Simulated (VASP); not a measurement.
# ZnSe (F-43m) in VASP: a series of runs

Runs on ZnSe. Level: PBE. Tasks: G0W0 quasiparticle levels, band structure.

Everything below comes from runs of VASP 6.6.1. Logs are shortened: lines on timing, memory, paths and dates and some standing lists are left out, and cuts for length are marked.

**The experiment to reproduce.**

From “Alloy Disordering Effects on the Thermal Conductivity and Energy Gap Temperature Dependence of Cd1−xZnxSe Ternary Crystals Grown by the Bridgman Method”, 2023, pmc:10253836, for a bulk crystal of ZnSe at 300 K: band gap 2.695 ± 0.003 eV (an exciton energy, a little under the gap).

The runs below are set against these values where they give the same quantity.

## Step 1: Starting point

The structure is cubic, space group F-43m (No. 216). The conventional cell has a = 5.740 Å, b = 5.740 Å, c = 5.740 Å, α = 90.00°, β = 90.00°, γ = 90.00°. Around Zn (site symmetry -43m) lie 4 Se at 2.49 Å. Around Se (site symmetry -43m) lie 4 Zn at 2.49 Å.

## Step 2: G0W0 quasiparticle levels, PBE

POSCAR reads:

```
ZnSe                                    
1.0
    0.0000000000      2.8698678264      2.8698678264
    2.8698678264      0.0000000000      2.8698678264
    2.8698678264      2.8698678264      0.0000000000
  Zn              Se            
     1     1
Direct
     0.0000000000000000    0.0000000000000000    0.0000000000000000
     0.2500000000000000    0.2500000000000000    0.2500000000000000
```

INCAR.step1 reads:

```
SYSTEM = ZnSe
ALGO = Fast
EDIFF = 1E-8
ENCUT = 420
GGA = PE
ISMEAR = 0
KPAR = 4
LASPH = .TRUE.
LCHARG = .FALSE.
LREAL = .FALSE.
LWAVE = .TRUE.
NELM = 100
PREC = Accurate
SIGMA = 0.01
```

INCAR.step2 reads:

```
SYSTEM = ZnSe
ALGO = Exact
EDIFF = 1E-8
ENCUT = 420
GGA = PE
ISMEAR = 0
ISTART = 1
KPAR = 4
LASPH = .TRUE.
LCHARG = .FALSE.
LOPTICS = .TRUE.
LREAL = .FALSE.
LWAVE = .TRUE.
NBANDS = 149
NELM = 1
PREC = Accurate
SIGMA = 0.01
```

INCAR.step3 reads:

```
SYSTEM = ZnSe
ALGO = EVGW0
EDIFF = 1E-8
ENCUT = 420
ENCUTGW = 140
GGA = PE
ISMEAR = 0
ISTART = 1
KPAR = 4
LASPH = .TRUE.
LCHARG = .FALSE.
LREAL = .FALSE.
LWAVE = .FALSE.
NBANDS = 149
NBANDSGW = 17
NELMGW = 1
NOMEGA = 60
PREC = Accurate
PRECFOCK = Fast
SIGMA = 0.01
```

KPOINTS reads:

```
k-points
0
G
  6 6 6
  0 0 0
```

Potentials or basis: VASP PAW PBE potentials, release 64 (Zn_GW, Se_GW).

Run with:

```
cat potpaw_PBE.64/Zn_GW/POTCAR potpaw_PBE.64/Se_GW/POTCAR > POTCAR
cp INCAR.step1 INCAR
mpirun -np 4 vasp_std > vasp.out
cp INCAR.step2 INCAR
mpirun -np 4 vasp_std > vasp.out
cp INCAR.step3 INCAR
mpirun -np 4 vasp_std > vasp.out
```

OUTCAR:

```text
SYSTEM = ZnSe
   EDIFF = 1E-8
   ENCUT = 420
   ENCUTGW = 140
   GGA = PE
   ISMEAR = 0
   ISTART = 1
   LASPH = .TRUE.
   LREAL = .FALSE.
   NELMGW = 1
   PREC = Accurate
   PRECFOCK = Fast

 ion  position               nearest neighbor table
   1  0.000  0.000  0.000-   2 2.49   2 2.49   2 2.49   2 2.49
   2  0.250  0.250  0.250-   1 2.49   1 2.49   1 2.49   1 2.49

  LATTYP: Found a face centered cubic cell.
 ALAT       =     5.7397356528

  Lattice vectors:

 A1 = (   0.0000000000,   2.8698678264,   2.8698678264)
 A2 = (   2.8698678264,   0.0000000000,   2.8698678264)
 A3 = (   2.8698678264,   2.8698678264,   0.0000000000)

Analysis of symmetry for initial positions (statically):
=====================================================================
 Subroutine PRICEL returns:
 Original cell was already a primitive cell.

 Routine SETGRP: Setting up the symmetry group for a
 face centered cubic supercell.

 Subroutine GETGRP returns: Found 24 space group operations
 (whereof 24 operations were pure point group operations)
 out of a pool of 48 trial point group operations.

The static configuration has the point symmetry T_d .

Analysis of symmetry for dynamics (positions and initial velocities):
=====================================================================
 Subroutine PRICEL returns:
 Original cell was already a primitive cell.

 Routine SETGRP: Setting up the symmetry group for a
 face centered cubic supercell.

 Subroutine GETGRP returns: Found 24 space group operations
 (whereof 24 operations were pure point group operations)
 out of a pool of 48 trial point group operations.

The dynamic configuration has the point symmetry T_d .

 Subroutine INISYM returns: Found 24 space group operations
 (whereof 24 operations are pure point group operations),
 and found     1 'primitive' translations

----------------------------------------------------------------------------------------

                                     Primitive cell

  volume of cell :      47.2733

  direct lattice vectors                    reciprocal lattice vectors
     0.000000000  2.869867826  2.869867826    -0.174224052  0.174224052  0.174224052
     2.869867826  0.000000000  2.869867826     0.174224052 -0.174224052  0.174224052
     2.869867826  2.869867826  0.000000000     0.174224052  0.174224052 -0.174224052

  length of vectors
     4.058606002  4.058606002  4.058606002     0.301764909  0.301764909  0.301764909

  position of ions in fractional coordinates (direct lattice)
     0.000000000  0.000000000  0.000000000
     0.250000000  0.250000000  0.250000000

  ion indices of the primitive-cell ions
   primitive index   ion index
                 1           1
                 2           2

----------------------------------------------------------------------------------------

 KPOINTS: k-points

Automatic generation of k-mesh.
 Grid dimensions read from file:
 generate k-points for:    6    6    6

 Generating k-lattice:

  Cartesian coordinates                     Fractional coordinates (reciprocal lattice)
    -0.029037342  0.029037342  0.029037342     0.166666667  0.000000000  0.000000000
     0.029037342 -0.029037342  0.029037342     0.000000000  0.166666667  0.000000000
     0.029037342  0.029037342 -0.029037342     0.000000000  0.000000000  0.166666667

  Length of vectors
     0.050294152  0.050294152  0.050294152

  Shift w.r.t. Gamma in fractional coordinates (k-lattice)
     0.000000000  0.000000000  0.000000000

 Subroutine IBZKPT returns following result:
 ===========================================

 Found     16 irreducible k-points:

 Following reciprocal coordinates:
            Coordinates               Weight
  0.000000  0.000000  0.000000      1.000000
  0.166667  0.000000  0.000000      8.000000
  0.333333  0.000000  0.000000      8.000000
  0.500000  0.000000  0.000000      4.000000
  0.166667  0.166667  0.000000      6.000000
  0.333333  0.166667  0.000000     24.000000
[... 8 lines left out ...]
 -0.333333  0.333333  0.166667     24.000000
 -0.333333  0.500000  0.166667     12.000000
   k-points           NKPTS =     16   k-points in BZ     NKDIM =    216   number of bands    NBANDS=    149
   number of dos      NEDOS =    301   number of ions     NIONS =      2
   total plane-waves  NPLWV =  21952
   dimension x,y,z NGX =    28 NGY =   28 NGZ =   28
   dimension x,y,z NGXF=    56 NGYF=   56 NGZF=   56
   ions per type =               1   1
   NGX,Y,Z   is equivalent  to a cutoff of  11.47, 11.47, 11.47 a.u.
   NGXF,Y,Z  is equivalent  to a cutoff of  22.94, 22.94, 22.94 a.u.
 SYSTEM =  ZnSe
   PREC   = accura    normal or accurate (medium, high low for compatibility)
   ISTART =      1    job   : 0-new  1-cont  2-samecut
   ICHARG =      0    charge: 1-file 2-atom 10-const
   ISPIN  =      1    spin polarized calculation?
   LNONCOLLINEAR =      F non collinear calculations
   LSORBIT =      F    spin-orbit coupling
   LASPH  =      T    aspherical Exc in radial PAW
   ENCUT  =  420.0 eV  30.87 Ry    5.56 a.u.   6.78  6.78  6.78*2*pi/ulx,y,z
   NELM   =     60;   NELMIN=  2; NELMDL=  0     # of ELM steps
   EDIFF  = 0.1E-07   stopping-criterion for ELM
   LREAL  =      F    real-space projection
   EDIFFG = 0.1E-06   stopping-criterion for IOM
   NSW    =      0    number of steps for IOM
   IBRION =     -1    ionic relax: 0-MD 1-quasi-New 2-CG
   NFREE  =      0    steps in history (QN), initial steepest desc. (CG)
   ISIF   =      0    stress and relaxation
   ISYM   =      3    0-nonsym 1-usesym 2-fastsym
   POTIM  = 0.5000    time-step for ionic-motion
   TEBEG  =    0.0;   TEEND  =   0.0 temperature during run
   PSTRESS=    0.0 pullay stress
   NELECT =      18.0000    total number of electrons
   NUPDOWN=      -1.0000    fix difference up-down
   EMIN   =  10.00;   EMAX   =-10.00  energy-range for DOS
   EFERMI =   0.00;   METHOD = LEGACY
   ISMEAR =     0;   SIGMA  =   0.01  broadening in eV -4-tet -1-fermi 0-gaus
   EFERMI_NEDOS =   21; number of points for ismear=-14 and -15
   IALGO  =     38    algorithm
   IMIX   =      4    mixing-type and parameters
     AMIX     =   0.40;   BMIX     =  1.00
     AMIX_MAG =   1.60;   BMIX_MAG =  1.00
  volume/ion in A,a.u.               =      23.64       159.51
[... 23 lines left out ...]
   NKREDLFX            =     1    NKREDLFY  =   1   NKREDLFZ  =   1
 non-spin polarized calculation
 Gauss-broadening in eV      SIGMA  =   0.01
  energy-cutoff  :      420.00
  volume of cell :       47.27
 maximum number of plane-waves:       941
  NGX = 16; NGY = 16; NGZ = 16
   NGX = 13   NGY = 13   NGZ = 13
 maximum number of plane-waves:       190

 QP shifts <psi_nk| G(iteration)W_0 |psi_nk>: iteration 1
 for sc-GW calculations column KS-energies equals QP-energies in previous step
 and V_xc(KS)=  KS-energies - (<T + V_ion + V_H > + <T+V_H+V_ion>^1  + <V_x>^1)

 k-point   1 :       0.0000    0.0000    0.0000
  band No.  KS-energies  QP-energies   sigma(KS)   V_xc(KS)     V^pw_x(r,r')   Z            occupation Imag(sigma)

      1     -10.7308     -11.1960     -13.0258     -12.3050     -19.7812       0.6453       2.0000       1.0543
      2      -4.1209      -5.7348     -22.1564     -19.7316     -30.8989       0.6656       2.0000       0.1717
      3      -4.1209      -5.7348     -22.1564     -19.7316     -30.8989       0.6656       2.0000       0.1717
      4      -4.1209      -5.7348     -22.1564     -19.7316     -30.8989       0.6656       2.0000       0.1717
      5      -3.7852      -5.4843     -23.0304     -20.5042     -32.0294       0.6726       2.0000       0.1508
      6      -3.7852      -5.4843     -23.0304     -20.5042     -32.0294       0.6726       2.0000       0.1508
[... 9 lines left out ...]
     16      13.6677      13.8756      -9.8718     -10.1491      -4.8867       0.7497       0.0000      -0.2661
     17      15.2526      15.1105      -7.6549      -7.4680      -2.2129       0.7602       0.0000      -0.4854

 k-point   2 :       0.1667    0.0000    0.0000
  band No.  KS-energies  QP-energies   sigma(KS)   V_xc(KS)     V^pw_x(r,r')   Z            occupation Imag(sigma)

      1     -10.5690     -11.0368     -13.1353     -12.4134     -19.8284       0.6480       2.0000       1.0371
      2      -4.1011      -5.7004     -21.8904     -19.4918     -30.5071       0.6668       2.0000       0.1749
      3      -4.0965      -5.7144     -22.2094     -19.7824     -30.9671       0.6666       2.0000       0.1713
      4      -4.0965      -5.7144     -22.2094     -19.7824     -30.9671       0.6666       2.0000       0.1713
      5      -3.7863      -5.4830     -23.0230     -20.4980     -32.0223       0.6719       2.0000       0.1512
      6      -3.7863      -5.4830     -23.0230     -20.4980     -32.0223       0.6719       2.0000       0.1512
[... 9 lines left out ...]
     16      13.1820      13.2083      -7.7771      -7.8121      -2.4201       0.7501       0.0000      -0.3065
     17      14.7256      14.6784      -7.7653      -7.7028      -2.3932       0.7556       0.0000      -0.3973

 k-point   3 :       0.3333    0.0000    0.0000
  band No.  KS-energies  QP-energies   sigma(KS)   V_xc(KS)     V^pw_x(r,r')   Z            occupation Imag(sigma)

      1     -10.2084     -10.6814     -13.4207     -12.6998     -19.9855       0.6561       2.0000       0.9939
      2      -4.0556      -5.6800     -22.2985     -19.8644     -31.0802       0.6674       2.0000       0.1701
      3      -4.0556      -5.6800     -22.2985     -19.8644     -31.0802       0.6674       2.0000       0.1701
      4      -3.9484      -5.5213     -21.4515     -19.1110     -29.8251       0.6721       2.0000       0.1804
      5      -3.7790      -5.4754     -23.0439     -20.5199     -32.0567       0.6721       2.0000       0.1522
      6      -3.7790      -5.4754     -23.0439     -20.5199     -32.0567       0.6721       2.0000       0.1522
[... 9 lines left out ...]
     16      13.2555      13.3850      -9.2877      -9.4597      -4.2173       0.7532       0.0000      -0.2848
     17      17.4275      17.5913      -9.0598      -9.2788      -2.9415       0.7476       0.0000      -0.7026

 k-point   4 :       0.5000    0.0000    0.0000
  band No.  KS-energies  QP-energies   sigma(KS)   V_xc(KS)     V^pw_x(r,r')   Z            occupation Imag(sigma)

      1     -10.0045     -10.4779     -13.6166     -12.8963     -20.1163       0.6572       2.0000       0.9655
      2      -4.0404      -5.6664     -22.3263     -19.8903     -31.1153       0.6675       2.0000       0.1692
      3      -4.0404      -5.6664     -22.3263     -19.8903     -31.1153       0.6675       2.0000       0.1692
      4      -3.7682      -5.4668     -23.0784     -20.5551     -32.1065       0.6732       2.0000       0.1528
      5      -3.7682      -5.4668     -23.0784     -20.5551     -32.1065       0.6732       2.0000       0.1528
      6      -3.6397      -5.3059     -22.9392     -20.4574     -31.8978       0.6713       2.0000       0.1636
[... 205 lines left out ...]
      2      -4.0286      -5.6329     -21.9133     -19.5184     -30.5074       0.6699       2.0000       0.1741
      3      -3.9931      -5.6322     -22.3974     -19.9527     -31.2089       0.6705       2.0000       0.1688
      4      -3.8957      -5.5234     -22.2553     -19.8292     -30.9702       0.6709       2.0000       0.1689
      5      -3.7695      -5.4637     -23.0193     -20.5021     -32.0246       0.6730       2.0000       0.1525
      6      -3.7199      -5.3715     -22.6764     -20.2224     -31.5131       0.6730       2.0000       0.1618
[... 9 lines left out ...]
     16      16.3364      16.5778     -10.0028     -10.3263      -4.0750       0.7462       0.0000      -0.6034
     17      17.0992      17.1074      -8.0881      -8.0989      -2.4727       0.7579       0.0000      -0.5344

 k-point  15 :      -0.3333    0.3333    0.1667
  band No.  KS-energies  QP-energies   sigma(KS)   V_xc(KS)     V^pw_x(r,r')   Z            occupation Imag(sigma)

      1      -9.8200     -10.2963     -13.7790     -13.0613     -20.2259       0.6637       2.0000       0.9459
      2      -4.0132      -5.6364     -22.1434     -19.7238     -30.8375       0.6709       2.0000       0.1709
      3      -3.9674      -5.6110     -22.4924     -20.0410     -31.3364       0.6705       2.0000       0.1683
      4      -3.8162      -5.5004     -22.9160     -20.4067     -31.9085       0.6712       2.0000       0.1578
      5      -3.7890      -5.4699     -22.9096     -20.4037     -31.8677       0.6708       2.0000       0.1544
      6      -3.5627      -5.2157     -22.8943     -20.4397     -31.7780       0.6734       2.0000       0.1645
[... 9 lines left out ...]
     16      16.0660      16.3550     -10.1208     -10.5058      -4.3078       0.7506       0.0000      -0.5715
     17      17.0382      17.0593      -8.3109      -8.3389      -2.5876       0.7550       0.0000      -0.5781

 k-point  16 :      -0.3333    0.5000    0.1667
  band No.  KS-energies  QP-energies   sigma(KS)   V_xc(KS)     V^pw_x(r,r')   Z            occupation Imag(sigma)

      1      -9.7553     -10.2333     -13.8401     -13.1230     -20.2687       0.6666       2.0000       0.9414
      2      -4.0209      -5.6213     -21.7676     -19.3843     -30.2936       0.6715       2.0000       0.1746
      3      -3.9247      -5.5848     -22.7314     -20.2564     -31.6789       0.6707       2.0000       0.1663
      4      -3.8559      -5.5146     -22.6989     -20.2259     -31.5952       0.6707       2.0000       0.1633
      5      -3.7712      -5.4622     -23.0125     -20.4972     -32.0137       0.6723       2.0000       0.1529
      6      -3.5393      -5.2006     -22.9622     -20.5016     -31.8824       0.6752       2.0000       0.1642
[... 9 lines left out ...]
     16      16.2452      16.3005      -9.1680      -9.2416      -3.5289       0.7526       0.0000      -0.5490
     17      16.5822      16.8743      -9.6596     -10.0495      -3.8245       0.7493       0.0000      -0.5608
```

Run time: 2.2 min. Hardware: 4 MPI ranks of Intel Xeon 6975P-C (Granite Rapids), shared host; peak memory 0.83 GiB.

Results:

```yaml
Band_gap_on_the_k_mesh_mean-field_level: 1.13 eV, direct
Quasiparticle_gap: 2.27 eV
Least_direct_quasiparticle_gap: 2.27 eV
```

Caveat: bands, screening cutoff and mesh are small and nothing is extrapolated, so the quasiparticle values aren't converged.

## Step 3: Band structure, PBE

INCAR reads:

```
PREC = Accurate
ENCUT = 420
EDIFF = 1E-7
ISMEAR = 0
SIGMA = 0.02
LREAL = F
LASPH = T
NELM = 100
ALGO = Fast
ISIF = 2
LWAVE = F
LCHARG = F
GGA = PE
NBANDS = 16
KPAR = 4
```

KPOINTS reads:

```
regular mesh
0
Gamma
  10 10 10
```

POSCAR is that of step 2.

KPOINTS_OPT reads:

```
path GXWKGLUWLK,UX
10
line-mode
reciprocal
 0.0000000000  0.0000000000  0.0000000000  G
 0.5000000000  0.0000000000  0.5000000000  X

 0.5000000000  0.0000000000  0.5000000000  X
 0.5000000000  0.2500000000  0.7500000000  W

 0.5000000000  0.2500000000  0.7500000000  W
 0.3750000000  0.3750000000  0.7500000000  K

 0.3750000000  0.3750000000  0.7500000000  K
 0.0000000000  0.0000000000  0.0000000000  G

 0.0000000000  0.0000000000  0.0000000000  G
 0.5000000000  0.5000000000  0.5000000000  L

 0.5000000000  0.5000000000  0.5000000000  L
 0.6250000000  0.2500000000  0.6250000000  U

 0.6250000000  0.2500000000  0.6250000000  U
 0.5000000000  0.2500000000  0.7500000000  W

 0.5000000000  0.2500000000  0.7500000000  W
 0.5000000000  0.5000000000  0.5000000000  L

 0.5000000000  0.5000000000  0.5000000000  L
 0.3750000000  0.3750000000  0.7500000000  K

 0.6250000000  0.2500000000  0.6250000000  U
 0.5000000000  0.0000000000  0.5000000000  X
```

Potentials or basis: VASP PAW PBE potentials, release 64 (Zn_GW, Se_GW).

Run with:

```
cat potpaw_PBE.64/Zn_GW/POTCAR potpaw_PBE.64/Se_GW/POTCAR > POTCAR
mpirun -np 4 vasp_std > vasp.out
```

Wall time 11 s (4 MPI ranks of Intel Xeon 6975P-C (Granite Rapids), shared host); peak memory 0.17 GiB.

It converged, with:

- Free energy: -6.0355 eV
- Pressure: -0.5 GPa
- Band gap on the k mesh: 1.13 eV, direct
- Band gap along the path: 1.13 eV, direct

Levels at the corners of the path, in eV from the valence-band top:
```csv
point,band 5,band 6,band 7,band 8,band 9,band 10,band 11,band 12,band 13,band 14
Γ,-6.07,-6.07,0.00,0.00,0.00,1.13,5.81,5.81,5.81,9.78
X,-6.03,-5.91,-4.59,-2.05,-2.05,3.07,3.46,10.45,10.98,10.98
X,-6.03,-5.91,-4.59,-2.05,-2.05,3.07,3.46,10.45,10.98,10.98
W,-6.10,-5.80,-4.50,-2.61,-2.49,5.37,5.48,6.87,7.71,11.42
W,-6.10,-5.80,-4.50,-2.61,-2.49,5.37,5.48,6.87,7.71,11.42
K,-6.05,-5.83,-4.53,-2.91,-1.68,3.61,5.51,8.92,9.13,9.34
K,-6.05,-5.83,-4.53,-2.91,-1.68,3.61,5.51,8.92,9.13,9.34
Γ,-6.07,-6.07,0.00,0.00,0.00,1.13,5.81,5.81,5.81,9.78
Γ,-6.07,-6.07,0.00,0.00,0.00,1.13,5.81,5.81,5.81,9.78
L,-6.06,-5.93,-4.99,-0.81,-0.81,2.47,6.39,6.39,8.46,10.79
L,-6.06,-5.93,-4.99,-0.81,-0.81,2.47,6.39,6.39,8.46,10.79
U,-6.05,-5.83,-4.53,-2.91,-1.68,3.61,5.51,8.92,9.13,9.34
U,-6.05,-5.83,-4.53,-2.91,-1.68,3.61,5.51,8.92,9.13,9.34
W,-6.10,-5.80,-4.50,-2.61,-2.49,5.37,5.48,6.87,7.71,11.42
W,-6.10,-5.80,-4.50,-2.61,-2.49,5.37,5.48,6.87,7.71,11.42
L,-6.06,-5.93,-4.99,-0.81,-0.81,2.47,6.39,6.39,8.46,10.79
L,-6.06,-5.93,-4.99,-0.81,-0.81,2.47,6.39,6.39,8.46,10.79
K,-6.05,-5.83,-4.53,-2.91,-1.68,3.61,5.51,8.92,9.13,9.34
U,-6.05,-5.83,-4.53,-2.91,-1.68,3.61,5.51,8.92,9.13,9.34
X,-6.03,-5.91,-4.59,-2.05,-2.05,3.07,3.46,10.45,10.98,10.98
```

## Step 4: How close it comes

Step 2. A measured gap of ZnSe is 2.695 eV (an exciton energy, a little under the gap; 300 K; “Alloy Disordering Effects on the Thermal Conductivity and Energy Gap Temperature Dependence of Cd1−xZnxSe Ternary Crystals Grown by the Bridgman Method”, 2023, pmc:10253836); the calculated 2.27 eV misses it by -0.43 eV. Spin-orbit coupling on Se is left out. The value is that of G0W0 on PBE, without temperature or zero-point motion.

Step 3. Measured gap of ZnSe: 2.695 eV (an exciton energy, a little under the gap; 300 K; “Alloy Disordering Effects on the Thermal Conductivity and Energy Gap Temperature Dependence of Cd1−xZnxSe Ternary Crystals Grown by the Bridgman Method”, 2023, pmc:10253836). This calculation gives 1.13 eV (-1.57 eV). So large a miss can be the level of theory's own, or it may mean another phase, state or a wrong row. Spin-orbit coupling on Se is left out. The value is that of PBE, without temperature or zero-point motion. Semilocal functionals fall short of measured gaps as a rule.
